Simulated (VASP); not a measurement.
# Zr3PdSe4 (P6_3/mmc) in VASP: relaxation of cell and atoms with PBE

Aim: the relaxation of cell and atoms of Zr3PdSe4 with PBE.

Program: VASP 6.6.1. These are calculated values, not measurements. Logs are shortened: lines on timing, memory, paths and dates and some standing lists are left out, and cuts for length are marked.

**1. The structure**

The structure is hexagonal, space group P6_3/mmc (No. 194). The conventional cell has a = 7.414 Å, b = 7.414 Å, c = 6.913 Å, α = 90.00°, β = 90.00°, γ = 120.00°. Zr (site symmetry 2/m) is surrounded by 6 Se at 2.75 Å. Pd (site symmetry -3m) has 6 Se at 2.76 Å as nearest neighbours. Se (site symmetry -6m2) has 6 Zr at 2.75 Å as nearest neighbours. Se (site symmetry mm2) is surrounded by 4 Zr at 2.75 Å and 2 Pd at 2.76 Å.

The cell was built by a generator and needn't be a form met in nature.

**2. Relaxation of cell and atoms, PBE**

The input, INCAR:

```
PREC = Accurate
ENCUT = 520
EDIFF = 1E-6
ISMEAR = 0
SIGMA = 0.1
LREAL = F
LASPH = T
NELM = 120
ALGO = Normal
ISIF = 3
LWAVE = F
LCHARG = F
GGA = PE
IBRION = 2
NSW = 90
EDIFFG = -0.01
KPAR = 4
```

The input, KPOINTS:

```
Automatic mesh
0
Gamma
  6 6 4
```

The input, POSCAR:

```
Zr3PdSe4
1.0
    7.4141245600      0.0000000000      0.0000000000
   -3.7070622800      6.4208202200      0.0000000000
    0.0000000000      0.0000000000      6.9130000000
Zr Pd Se
6 2 8
Direct
    0.5000000000      0.5000000000      0.0000000000
    0.5000000000      0.5000000000      0.5000000000
    0.0000000000      0.5000000000      0.5000000000
    0.0000000000      0.5000000000      0.0000000000
    0.5000000000      0.0000000000      0.0000000000
    0.5000000000      0.0000000000      0.5000000000
    0.0000000000      0.0000000000      0.5000000000
    0.0000000000      0.0000000000      0.0000000000
    0.3333333300      0.6666666700      0.7500000000
    0.1673606500      0.8326393500      0.2500000000
    0.8326393500      0.1673606500      0.7500000000
    0.1673606500      0.3347213000      0.2500000000
    0.8326393500      0.6652787000      0.7500000000
    0.6652787000      0.8326393500      0.2500000000
    0.3347213000      0.1673606500      0.7500000000
    0.6666666700      0.3333333300      0.2500000000
```

Potentials or basis: VASP PAW PBE potentials, release 64 (Zr_sv, Pd, Se).

The run is started by

```bash
$ cat potpaw_PBE.64/Zr_sv/POTCAR potpaw_PBE.64/Pd/POTCAR potpaw_PBE.64/Se/POTCAR > POTCAR
$ mpirun -np 4 vasp_std > vasp.out
```

OUTCAR:

```text
PREC = Accurate
   ENCUT = 520
   EDIFF = 1E-6
   ISMEAR = 0
   LREAL = F
   LASPH = T
   NELM = 120
   ISIF = 3
   GGA = PE
   IBRION = 2
   NSW = 90
   EDIFFG = -0.01

 ion  position               nearest neighbor table
   1  0.500  0.500  0.000-  12 2.75  13 2.75  14 2.75  15 2.75   9 2.75  16 2.75   2 3.46   2 3.46
                             4 3.71   4 3.71   5 3.71   5 3.71
   2  0.500  0.500  0.500-  12 2.75  13 2.75  14 2.75  15 2.75   9 2.75  16 2.75   1 3.46   1 3.46
                             3 3.71   3 3.71   6 3.71   6 3.71
   3  0.000  0.500  0.500-  12 2.75  13 2.75  10 2.75  11 2.75   9 2.75  16 2.75   4 3.46   4 3.46
                             2 3.71   2 3.71   6 3.71   6 3.71
   4  0.000  0.500  0.000-  12 2.75  13 2.75  10 2.75  11 2.75   9 2.75  16 2.75   3 3.46   3 3.46
                             1 3.71   1 3.71   5 3.71   5 3.71
   5  0.500  0.000  0.000-  10 2.75  11 2.75  14 2.75  15 2.75   9 2.75  16 2.75   6 3.46   6 3.46
                             1 3.71   4 3.71   1 3.71   4 3.71
   6  0.500  0.000  0.500-  10 2.75  11 2.75  14 2.75  15 2.75   9 2.75  16 2.75   5 3.46   5 3.46
                             2 3.71   3 3.71   2 3.71   3 3.71
   7  0.000  0.000  0.500-  10 2.76  11 2.76  14 2.76  15 2.76  12 2.76  13 2.76
   8  0.000  0.000  0.000-  10 2.76  11 2.76  14 2.76  15 2.76  12 2.76  13 2.76
   9  0.333  0.667  0.750-   3 2.75   4 2.75   5 2.75   6 2.75   1 2.75   2 2.75
  10  0.167  0.833  0.250-   5 2.75   6 2.75   3 2.75   4 2.75   7 2.76   8 2.76
  11  0.833  0.167  0.750-   5 2.75   6 2.75   3 2.75   4 2.75   7 2.76   8 2.76
  12  0.167  0.335  0.250-   1 2.75   2 2.75   3 2.75   4 2.75   7 2.76   8 2.76
  13  0.833  0.665  0.750-   1 2.75   2 2.75   3 2.75   4 2.75   7 2.76   8 2.76
  14  0.665  0.833  0.250-   5 2.75   6 2.75   1 2.75   2 2.75   7 2.76   8 2.76
  15  0.335  0.167  0.750-   5 2.75   6 2.75   1 2.75   2 2.75   7 2.76   8 2.76
  16  0.667  0.333  0.250-   3 2.75   4 2.75   5 2.75   6 2.75   1 2.75   2 2.75

  LATTYP: Found a hexagonal cell.
 ALAT       =     7.4141245600
 C/A-ratio  =     0.9324094765

  Lattice vectors:

 A1 = (   7.4141245600,   0.0000000000,   0.0000000000)
 A2 = (  -3.7070622800,   6.4208202200,   0.0000000000)
 A3 = (   0.0000000000,   0.0000000000,   6.9130000000)

Analysis of symmetry for initial positions (statically):
=====================================================================
 Subroutine PRICEL returns:
 Original cell was already a primitive cell.

 Routine SETGRP: Setting up the symmetry group for a
 hexagonal supercell.

 Subroutine GETGRP returns: Found 24 space group operations
 (whereof 12 operations were pure point group operations)
 out of a pool of 24 trial point group operations.

The static configuration has the point symmetry D_3d.
 The point group associated with its full space group is D_6h.

Analysis of symmetry for dynamics (positions and initial velocities):
=====================================================================
 Subroutine PRICEL returns:
 Original cell was already a primitive cell.

 Routine SETGRP: Setting up the symmetry group for a
 hexagonal supercell.

 Subroutine GETGRP returns: Found 24 space group operations
 (whereof 12 operations were pure point group operations)
 out of a pool of 24 trial point group operations.

The dynamic configuration has the point symmetry D_3d.
 The point group associated with its full space group is D_6h.

 Subroutine INISYM returns: Found 24 space group operations
 (whereof 12 operations are pure point group operations),
 and found     1 'primitive' translations

----------------------------------------------------------------------------------------

                                     Primitive cell

  volume of cell :     329.0917

  direct lattice vectors                    reciprocal lattice vectors
     7.414124560  0.000000000  0.000000000     0.134877691  0.077871671  0.000000000
    -3.707062280  6.420820220  0.000000000     0.000000000  0.155743342  0.000000000
     0.000000000  0.000000000  6.913000000     0.000000000  0.000000000  0.144654998

  length of vectors
     7.414124560  7.414124564  6.913000000     0.155743342  0.155743342  0.144654998

  position of ions in fractional coordinates (direct lattice)
     0.500000000  0.500000000  0.000000000
     0.500000000  0.500000000  0.500000000
     1.000000000  0.500000000  0.500000000
     1.000000000  0.500000000  0.000000000
     0.500000000  0.000000000  0.000000000
     0.500000000  0.000000000  0.500000000
[... 8 lines left out ...]
     0.334721300  0.167360650  0.750000000
     0.666666670  0.333333330  0.250000000

  ion indices of the primitive-cell ions
   primitive index   ion index
                 1           1
                 2           2
                 3           3
                 4           4
                 5           5
                 6           6
[... 8 lines left out ...]
                15          15
                16          16

----------------------------------------------------------------------------------------

 KPOINTS: Automatic mesh

Automatic generation of k-mesh.
 Grid dimensions read from file:
 generate k-points for:    6    6    4

 Generating k-lattice:

  Cartesian coordinates                     Fractional coordinates (reciprocal lattice)
     0.022479615  0.012978612  0.000000000     0.166666667 -0.000000000  0.000000000
     0.000000000  0.025957224  0.000000000     0.000000000  0.166666667  0.000000000
     0.000000000  0.000000000  0.036163749     0.000000000  0.000000000  0.250000000

  Length of vectors
     0.025957224  0.025957224  0.036163749

  Shift w.r.t. Gamma in fractional coordinates (k-lattice)
     0.000000000  0.000000000  0.000000000

 Subroutine IBZKPT returns following result:
 ===========================================

 Found     21 irreducible k-points:

 Following reciprocal coordinates:
            Coordinates               Weight
  0.000000  0.000000  0.000000      1.000000
  0.166667  0.000000  0.000000      6.000000
  0.333333  0.000000  0.000000      6.000000
  0.500000  0.000000  0.000000      3.000000
  0.166667  0.166667  0.000000      6.000000
  0.333333  0.166667  0.000000     12.000000
[... 13 lines left out ...]
  0.333333  0.166667  0.500000     12.000000
  0.333333  0.333333  0.500000      2.000000
   k-points           NKPTS =     21   k-points in BZ     NKDIM =     21   number of bands    NBANDS=     84
   number of dos      NEDOS =    301   number of ions     NIONS =     16
   total plane-waves  NPLWV = 169344
   dimension x,y,z NGX =    56 NGY =   56 NGZ =   54
   dimension x,y,z NGXF=   112 NGYF=  112 NGZF=  108
   ions per type =               6   2   8
   NGX,Y,Z   is equivalent  to a cutoff of  12.56, 12.56, 12.99 a.u.
   NGXF,Y,Z  is equivalent  to a cutoff of  25.11, 25.11, 25.97 a.u.
 SYSTEM =  unknown system
   PREC   = accura    normal or accurate (medium, high low for compatibility)
   ISTART =      0    job   : 0-new  1-cont  2-samecut
   ICHARG =      2    charge: 1-file 2-atom 10-const
   ISPIN  =      1    spin polarized calculation?
   LNONCOLLINEAR =      F non collinear calculations
   LSORBIT =      F    spin-orbit coupling
   LASPH  =      T    aspherical Exc in radial PAW
   ENCUT  =  520.0 eV  38.22 Ry    6.18 a.u.  13.79 13.79 12.85*2*pi/ulx,y,z
   NELM   =    120;   NELMIN=  2; NELMDL= -5     # of ELM steps
   EDIFF  = 0.1E-05   stopping-criterion for ELM
   LREAL  =      F    real-space projection
   EDIFFG = -.1E-01   stopping-criterion for IOM
   NSW    =     90    number of steps for IOM
   IBRION =      2    ionic relax: 0-MD 1-quasi-New 2-CG
   NFREE  =      1    steps in history (QN), initial steepest desc. (CG)
   ISIF   =      3    stress and relaxation
   ISYM   =      2    0-nonsym 1-usesym 2-fastsym
   POTIM  = 0.5000    time-step for ionic-motion
   TEBEG  =    0.0;   TEEND  =   0.0 temperature during run
   PSTRESS=    0.0 pullay stress
   NELECT =     140.0000    total number of electrons
   NUPDOWN=      -1.0000    fix difference up-down
   EMIN   =  10.00;   EMAX   =-10.00  energy-range for DOS
   EFERMI =   0.00;   METHOD = LEGACY
   ISMEAR =     0;   SIGMA  =   0.10  broadening in eV -4-tet -1-fermi 0-gaus
   EFERMI_NEDOS =   21; number of points for ismear=-14 and -15
   IALGO  =     38    algorithm
   IMIX   =      4    mixing-type and parameters
     AMIX     =   0.40;   BMIX     =  1.00
     AMIX_MAG =   1.60;   BMIX_MAG =  1.00
  volume/ion in A,a.u.               =      20.57       138.80
  Fermi-wavevector in a.u.,A,eV,Ry     =   1.231247  2.326720 20.626014  1.515969
  Thomas-Fermi vector in A             =   2.366064
   LORBIT       =      0    0 simple, 1 ext, 2 COOP (PROOUT), +10 PAW based schemes
   GGA     = PE    functional components
   LHFCALC =     F    Hartree Fock is set to
   AEXX    =    0.0000 exact exchange contribution
   IVDW    =     0    specifies the selected vdW correction
   LEPSILON=     F    determine dielectric tensor
   LRPA    =     F    only Hartree local field effects (RPA)
 conjugate gradient relaxation of ions
 non-spin polarized calculation
 Gauss-broadening in eV      SIGMA  =   0.10
  energy-cutoff  :      520.00
  volume of cell :      329.09
 maximum number of plane-waves:      8890
 NGX is ok and might be reduce to    56
   NGX = 27   NGY = 27   NGZ = 25

--------------------------------------- Ionic step        1  -------------------------------------------

 number of electron     140.0000002 magnetization

 Free energy of the ion-electron system (eV)
  ---------------------------------------------------
  ext. energy  EPLUGINS =         0.00000000
  ---------------------------------------------------
  free energy    TOTEN  =      -105.79059491 eV

  energy without entropy =     -105.71283232  energy(sigma->0) =     -105.75171361

------------------------ aborting loop because EDIFF is reached ----------------------------------------

  FORCE on cell =-STRESS in cart. coord.  units (eV):
  Direction    XX          YY          ZZ          XY          YZ          ZX
  --------------------------------------------------------------------------------------
  -------------------------------------------------------------------------------------
  Total       -1.8733170     -1.8733170      2.0219081      0.0000000     -0.0000000      0.0000000
  in kB       -9.1202116     -9.1202117      9.8436250      0.0000000     -0.0000000      0.0000000
  external PRESSURE =      -2.7989328 kB  Pullay stress =       0.0000000 kB
[... 131 lines left out ...]
  FREE ENERGIE OF THE ION-ELECTRON SYSTEM (eV)
  ---------------------------------------------------
  free  energy   TOTEN  =      -105.8751786879 eV

  energy  without entropy=     -105.7996621571  energy(sigma->0) =     -105.83742042

[... ionic steps 4 to 9 ...]

--------------------------------------- Ionic step       10  -------------------------------------------

 number of electron     139.9999998 magnetization

------------------------ aborting loop because EDIFF is reached ----------------------------------------

  FORCE on cell =-STRESS in cart. coord.  units (eV):
  Direction    XX          YY          ZZ          XY          YZ          ZX
  --------------------------------------------------------------------------------------
  -------------------------------------------------------------------------------------
  Total       -0.0592329     -0.0592329      0.1894947      0.0000000      0.0000000      0.0000000
  in kB       -0.2925439     -0.2925439      0.9358901      0.0000000      0.0000000      0.0000000
  external PRESSURE =       0.1169341 kB  Pullay stress =       0.0000000 kB
[... 85 lines left out ...]
  energy  without entropy=     -105.8216987448  energy(sigma->0) =     -105.85942582

--------------------------------------- Ionic step       12  -------------------------------------------

 number of electron     139.9999998 magnetization

 Free energy of the ion-electron system (eV)
  ---------------------------------------------------
  ext. energy  EPLUGINS =         0.00000000
  ---------------------------------------------------
  free energy    TOTEN  =      -105.89726785 eV

  energy without entropy =     -105.82187734  energy(sigma->0) =     -105.85957259

 E-fermi :   8.1524     XC(G=0): -10.9866

 val. band max:        8.1418641558   @ k =   0.3333   0.3333   0.5000
 cond. band min:       8.1787394077   @ k =   0.1667   0.0000   0.2500
 fundamental gap:      0.0368752520
 Fermi energy:         8.1523699662

 k-point     1 :       0.0000    0.0000    0.0000
  band No.  band energies     occupation
      1     -41.4129      2.00000
      2     -41.3993      2.00000
      3     -41.3959      2.00000
      4     -41.3959      2.00000
      5     -41.3830      2.00000
      6     -41.3830      2.00000
[... 1774 lines left out ...]
     81      10.0762      0.00000
     82      10.0762      0.00000
 [bands above 82 left out]

------------------------ aborting loop because EDIFF is reached ----------------------------------------

  FORCE on cell =-STRESS in cart. coord.  units (eV):
  Direction    XX          YY          ZZ          XY          YZ          ZX
  --------------------------------------------------------------------------------------
  -------------------------------------------------------------------------------------
  Total       -0.0024148     -0.0024148      0.1541192      0.0000000     -0.0000000      0.0000000
  in kB       -0.0119301     -0.0119301      0.7614086      0.0000000     -0.0000000      0.0000000
  external PRESSURE =       0.2458494 kB  Pullay stress =       0.0000000 kB
[... 31 lines left out ...]
  FREE ENERGIE OF THE ION-ELECTRON SYSTEM (eV)
  ---------------------------------------------------
  free  energy   TOTEN  =      -105.8972678504 eV

  energy  without entropy=     -105.8218773384  energy(sigma->0) =     -105.85957259

 reached required accuracy - stopping structural energy minimisation
```

Run time: 33 min. Hardware: 4 MPI ranks of Intel Xeon Platinum 8559C (Emerald Rapids), shared host; peak memory 0.77 GiB.

What came out:

```
Free energy                            : -105.8973 eV
Relaxed volume                         : 20.27 Å³/atom
Relaxed cell                           : a = 7.230 Å, b = 7.230 Å, c = 7.164 Å, α = 90.00°, β = 90.00°, γ = 120.00°
Space group after relaxing (to 0.05 Å) : P6_3/mmc (No. 194)
Energy gained by relaxing              : 6.7 meV/atom
Ionic steps                            : 12
Pressure after relaxing                : 0.0 GPa
Band gap on the k mesh                 : none (metal or under the smearing width)
```

The path:
```tsv
step	energy change (eV)	largest force (eV/Å)	pressure (GPa)	volume (Å³)
1	0.0000	0.0657	-0.28	329.09
2	-0.0323	0.0323	0.06	327.37
3	-0.0846	0.0981	1.15	322.06
4	-0.1003	0.0969	0.50	323.39
5	-0.1037	0.0960	0.04	324.38
6	-0.1037	0.0960	0.06	324.33
7	-0.1046	0.0789	0.03	324.42
8	-0.1063	0.0274	-0.06	324.66
9	-0.1064	0.0101	-0.09	324.74
10	-0.1065	0.0061	0.01	324.40
11	-0.1066	0.0049	0.04	324.30
12	-0.1067	0.0005	0.02	324.30
```

Final structure:
```
Zr Pd Se
1.0
     7.22966    0.00000    0.00000
    -3.61483    6.26107    0.00000
     0.00000    0.00000    7.16446
Zr Pd Se
6 2 8
Cartesian
  1.8074 3.1305 0.0000
  1.8074 3.1305 3.5822
  -1.8074 3.1305 3.5822
  -1.8074 3.1305 0.0000
  3.6148 0.0000 0.0000
  3.6148 0.0000 3.5822
  0.0000 0.0000 3.5822
  0.0000 0.0000 0.0000
  0.0000 4.1740 5.3733
  -1.7980 5.2121 1.7911
  5.4128 1.0490 5.3733
  0.0000 2.0979 1.7911
  3.6148 4.1632 5.3733
  1.7980 5.2121 1.7911
  1.8168 1.0490 5.3733
  3.6148 2.0870 1.7911
```
